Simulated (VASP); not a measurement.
An input for Ansatz (written as the equivalent of a VASP run, and not itself run):

Ansatz 0.2 input:
```yaml
crystal:
  lattice:
    - [1.7925490, -7.0740820, 0.0000000]
    - [1.7925490, 7.0740820, 0.0000000]
    - [0.0000000, 0.0000000, 3.5274290]
  atoms:
    - { symbol: Si, position: [0.9390000, 0.0610000, 0.2500000] }
    - { symbol: Si, position: [0.0610000, 0.9390000, 0.7500000] }
    - { symbol: Si, position: [0.2500000, 0.7500000, 0.2500000] }
    - { symbol: Si, position: [0.7500000, 0.2500000, 0.7500000] }
    - { symbol: Ag, position: [0.6040000, 0.3960000, 0.2500000] }
    - { symbol: Ag, position: [0.3960000, 0.6040000, 0.7500000] }
kpoints:
  mp_grid: { grid: [5, 5, 5] }
hamiltonian:
  xc: pbe
  pseudopotentials: { kind: paw }
scf:
  occupations: { method: fermi_dirac, width: 0.1 }
  max_iter: 100
output: { forces: true, stress: true, eigenvalues: true }
```

### Question
Write the VASP files for the same calculation (PBE).

### Answer
One answer among several that fit: 
**INCAR**
```
NELM=100   ! most electronic steps
EDIFF=1E-6   ! SCF stop (eV)
ALGO=Normal   ! blocked Davidson
LCHARG=.FALSE.
GGA=PE
LMAXMIX=4   ! l cut-off of mixed one-centre charges
LREAL=.FALSE.   ! projection in real space or not
LWAVE=.FALSE.
LASPH=.TRUE.   ! aspherical one-centre terms
SIGMA=0.1   ! width (eV)
PREC=Accurate
ENCUT=300
SYSTEM=Si2Ag
ISMEAR=-1   ! Fermi-Dirac
ISIF=2   ! forces and stress, cell fixed
```

### POSCAR
```
Si2Ag
7.2976620
  0.2456333275  -0.9693627904   0.0000000000
  0.2456333275   0.9693627904   0.0000000000
  0.0000000000   0.0000000000   0.4833642610
Si Ag
4 2
Cartesian
  0.2456333275  -0.8511005300   0.1208410653
  0.2456333275   0.8511005300   0.3625231958
  0.2456333275   0.4846813952   0.1208410653
  0.2456333275  -0.4846813952   0.3625231958
  0.2456333275  -0.2016274604   0.1208410653
  0.2456333275   0.2016274604   0.3625231958
```

File KPOINTS:
```
Automatic
0
G
5 5 5
0 0 0
```

POTCAR, in this order: Si Ag (PBE.64 set). Program: vasp_std.

What does not carry over: each code has its own PAW files, so the cut-off isn't converted (ENCUT is set for VASP's; basis.ecutwfc is left out, and Ansatz then takes the one that its files recommend); Ansatz stops its SCF on the density residual and VASP on the energy change (EDIFF).

The structure was generated: Si2Ag was put into an ordered model structure, which need not be its known phase. The cell was not relaxed at this level. The k-mesh is coarse (spacing up to 0.36 per Å, 2π included), so the numbers may not be converged in it.
